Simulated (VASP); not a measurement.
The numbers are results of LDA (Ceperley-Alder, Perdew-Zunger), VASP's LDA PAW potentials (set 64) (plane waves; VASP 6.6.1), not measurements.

VASP ran on this input.

File POSCAR:
```
MoTe2
1.0
  1.7192984765  -2.9779119141   0.0000000000
  1.7192984765   2.9779119141   0.0000000000
  0.0000000000   0.0000000000  13.6243415037
Te Mo
4 2
Cart
  1.7192984765   0.9926392900  11.9994787465
  1.7192984765  -0.9926392900   5.1873079947
  1.7192984765  -0.9926392900   1.6248627572
  1.7192984765   0.9926392900   8.4370335090
  1.7192984765   0.9926392900   3.4060853759
  1.7192984765  -0.9926392900  10.2182561278
```

KPOINTS:
```
Automatic
0
Gamma
  7 7 2
0 0 0
```

### INCAR
```
# general
SYSTEM   =  MoTe2
PREC     =  Accurate
ENCUT    =  520   # plane-wave cut-off (eV)
LREAL    =  .FALSE.   # projection in real space or not
LASPH    =  .TRUE.

# electronic loop
EDIFF    =  1E-7   # SCF stop (eV)
NELM     =  100   # most electronic steps
ALGO     =  Normal
LMAXMIX  =  4

# smearing
ISMEAR   =  0
SIGMA    =  0.05   # width (eV)

# ions
IBRION   =  2
NSW      =  30
ISIF     =  4
EDIFFG   =  -0.01   # ionic stop

# output
LWAVE    =  .FALSE.
LCHARG   =  .FALSE.
```

POTCAR, in this order: Te Mo_sv (LDA.64 set). Program: vasp_std.

The resulting files:

File OSZICAR:
```
       N       E                     dE             d eps       ncg     rms          rms(c)
DAV:   1     0.432219596750E+03    0.43222E+03   -0.27096E+04  1136   0.152E+03
DAV:   2    -0.143356019253E+02   -0.44656E+03   -0.43750E+03  1223   0.369E+02
DAV:   3    -0.418183385688E+02   -0.27483E+02   -0.27205E+02  1267   0.739E+01
DAV:   4    -0.425072746129E+02   -0.68894E+00   -0.68725E+00  1221   0.119E+01
DAV:   5    -0.425243867640E+02   -0.17112E-01   -0.17106E-01  1297   0.195E+00    0.253E+01
DAV:   6    -0.415964595890E+02    0.92793E+00   -0.62179E+00  1232   0.140E+01    0.944E+00
DAV:   7    -0.415295771636E+02    0.66882E-01   -0.56274E+00  1111   0.102E+01    0.619E+00
DAV:   8    -0.412156388347E+02    0.31394E+00   -0.14482E+00  1184   0.584E+00    0.314E+00
DAV:   9    -0.412200970357E+02   -0.44582E-02   -0.19908E-01  1282   0.204E+00    0.144E+00
DAV:  10    -0.412125323027E+02    0.75647E-02   -0.51319E-02  1237   0.125E+00    0.357E-01
DAV:  11    -0.412126337834E+02   -0.10148E-03   -0.24589E-03  1243   0.241E-01    0.343E-01
DAV:  12    -0.412126295841E+02    0.41993E-05   -0.43905E-04  1202   0.875E-02    0.182E-01
DAV:  13    -0.412125714386E+02    0.58146E-04   -0.15102E-04  1232   0.722E-02    0.999E-02
DAV:  14    -0.412125651782E+02    0.62604E-05   -0.24325E-05  1310   0.192E-02    0.561E-02
DAV:  15    -0.412125650664E+02    0.11177E-06   -0.12999E-06  1032   0.512E-03    0.366E-02
DAV:  16    -0.412125640514E+02    0.10150E-05   -0.17509E-06  1264   0.675E-03    0.225E-02
DAV:  17    -0.412125636986E+02    0.35284E-06   -0.12266E-06  1126   0.513E-03    0.432E-03
DAV:  18    -0.412125636760E+02    0.22636E-07   -0.51257E-08   650   0.118E-03
   1 F= -.41212564E+02 E0= -.41212564E+02  d E =-.412126E+02
       N       E                     dE             d eps       ncg     rms          rms(c)
DAV:   1    -0.412420385992E+02   -0.29475E-01   -0.11643E+00  1042   0.622E+00    0.933E-01
DAV:   2    -0.412363945825E+02    0.56440E-02   -0.66653E-02  1154   0.118E+00    0.518E-01
DAV:   3    -0.412351006428E+02    0.12939E-02   -0.23095E-02  1190   0.788E-01    0.530E-01
DAV:   4    -0.412337846149E+02    0.13160E-02   -0.40322E-03  1257   0.302E-01    0.246E-01
DAV:   5    -0.412336142124E+02    0.17040E-03   -0.19654E-03  1263   0.201E-01    0.755E-02
DAV:   6    -0.412335940433E+02    0.20169E-04   -0.18008E-04  1179   0.670E-02    0.102E-01
DAV:   7    -0.412335929968E+02    0.10464E-05   -0.10909E-05  1174   0.173E-02    0.484E-02
DAV:   8    -0.412335920953E+02    0.90148E-06   -0.21324E-06  1184   0.796E-03    0.178E-02
DAV:   9    -0.412335918748E+02    0.22053E-06   -0.77929E-07  1041   0.375E-03    0.966E-03
DAV:  10    -0.412335918734E+02    0.14525E-08   -0.27700E-08   601   0.922E-04
   2 F= -.41233592E+02 E0= -.41233592E+02  d E =-.210282E-01
       N       E                     dE             d eps       ncg     rms          rms(c)
DAV:   1    -0.412336021568E+02   -0.10282E-04   -0.41262E-04  1056   0.116E-01    0.201E-02
DAV:   2    -0.412336004322E+02    0.17246E-05   -0.23414E-05  1146   0.220E-02    0.104E-02
DAV:   3    -0.412336000370E+02    0.39523E-06   -0.85993E-06  1174   0.151E-02    0.966E-03
DAV:   4    -0.412335995204E+02    0.51656E-06   -0.16865E-06  1121   0.617E-03    0.453E-03
DAV:   5    -0.412335994720E+02    0.48452E-07   -0.61545E-07  1069   0.360E-03
   3 F= -.41233599E+02 E0= -.41233599E+02  d E =-.210358E-01
       N       E                     dE             d eps       ncg     rms          rms(c)
DAV:   1    -0.412558441044E+02   -0.22245E-01   -0.89986E-01   992   0.622E+00    0.116E+00
DAV:   2    -0.412437095001E+02    0.12135E-01   -0.72022E-02  1169   0.136E+00    0.654E-01
DAV:   3    -0.412408923176E+02    0.28172E-02   -0.10056E-02  1211   0.542E-01    0.199E-01
DAV:   4    -0.412398826192E+02    0.10097E-02   -0.46663E-03  1160   0.325E-01    0.242E-01
DAV:   5    -0.412397292784E+02    0.15334E-03   -0.86659E-04  1256   0.132E-01    0.203E-02
DAV:   6    -0.412397289898E+02    0.28856E-06   -0.53815E-05  1176   0.342E-02    0.214E-02
DAV:   7    -0.412397292295E+02   -0.23971E-06   -0.31804E-06  1239   0.823E-03    0.907E-03
DAV:   8    -0.412397288763E+02    0.35323E-06   -0.35890E-06  1208   0.100E-02    0.374E-03
DAV:   9    -0.412397288326E+02    0.43674E-07   -0.29439E-07   856   0.316E-03
   4 F= -.41239729E+02 E0= -.41239729E+02  d E =-.612936E-02
       N       E                     dE             d eps       ncg     rms          rms(c)
DAV:   1    -0.412659626587E+02   -0.26234E-01   -0.13131E+00   992   0.753E+00    0.138E+00
DAV:   2    -0.412482967897E+02    0.17666E-01   -0.10419E-01  1161   0.163E+00    0.787E-01
DAV:   3    -0.412442362396E+02    0.40606E-02   -0.14181E-02  1211   0.648E-01    0.241E-01
DAV:   4    -0.412427684871E+02    0.14678E-02   -0.67021E-03  1160   0.391E-01    0.288E-01
DAV:   5    -0.412425560291E+02    0.21246E-03   -0.12029E-03  1256   0.157E-01    0.243E-02
DAV:   6    -0.412425557319E+02    0.29722E-06   -0.75246E-05  1162   0.406E-02    0.259E-02
DAV:   7    -0.412425560625E+02   -0.33055E-06   -0.43883E-06  1253   0.971E-03    0.110E-02
DAV:   8    -0.412425555528E+02    0.50966E-06   -0.51690E-06  1201   0.121E-02    0.442E-03
DAV:   9    -0.412425554879E+02    0.64959E-07   -0.44043E-07   896   0.383E-03
   5 F= -.41242555E+02 E0= -.41242555E+02  d E =-.895602E-02
```

OUTCAR:
```
------------------------ aborting loop because EDIFF is reached ----------------------------------------
  FORCE on cell =-STRESS in cart. coord.  units (eV):
  Direction    XX          YY          ZZ          XY          YZ          ZX
  --------------------------------------------------------------------------------------
  Total        1.3389255      1.3389251      1.3296864      0.0000000      0.0000000     -0.0000000
  in kB       15.3765306     15.3765258     15.2704266      0.0000000      0.0000000     -0.0000000
  external PRESSURE =      15.3411610 kB  Pullay stress =       0.0000000 kB
  volume of cell :      139.51
      direct lattice vectors                 reciprocal lattice vectors
     1.726350789 -2.990126816  0.000000000     0.289628274 -0.167216988  0.000000000
     1.726350789  2.990126816  0.000000000     0.289628274  0.167216988  0.000000000
    -0.000000000  0.000000000 13.513255594    -0.000000000  0.000000000  0.074001412
 POSITION                                       TOTAL-FORCE (eV/Angst)
 -----------------------------------------------------------------------------------
      1.72635      0.99671     11.93736        -0.000000      0.000000      0.006764
      1.72635     -0.99671      5.18074         0.000000      0.000000      0.006764
      1.72635     -0.99671      1.57589         0.000000      0.000000     -0.006764
      1.72635      0.99671      8.33252        -0.000000      0.000000     -0.006764
      1.72635      0.99671      3.37831        -0.000000      0.000000      0.000000
      1.72635     -0.99671     10.13494         0.000000     -0.000000      0.000000
 -----------------------------------------------------------------------------------
    total drift:                                0.000232      0.001579     -0.000025
  FREE ENERGIE OF THE ION-ELECTRON SYSTEM (eV)
  ---------------------------------------------------
  free  energy   TOTEN  =       -41.2425554879 eV

  energy  without entropy=      -41.2425554879  energy(sigma->0) =      -41.24255549

 reached required accuracy - stopping structural energy minimisation
```
(Selected blocks of OUTCAR.)

**CONTCAR**
```
MoTe2
   1.00000000000000
     1.7263507888114547   -2.9901268160503420    0.0000000000000000
     1.7263507888114547    2.9901268160503420    0.0000000000000000
    -0.0000000000000000    0.0000000000000000   13.5132555936744261
  Te              Mo
     4     2
Direct
     0.3333330000000032    0.6666669999999968    0.8833817301188447
     0.6666669999999968    0.3333330000000032    0.3833817301188447
     0.6666669999999968    0.3333330000000032    0.1166182698811553
     0.3333330000000032    0.6666669999999968    0.6166182698811553
     0.3333330000000032    0.6666669999999968    0.2500000000000000
     0.6666669999999968    0.3333330000000032    0.7500000000000000
```

The compound is MoTe2 in the 2H layered structure. This cell is one point of a volume scan, at 0.97 of the reference volume. Symmetry was kept, so distortions that lower it aren't found.
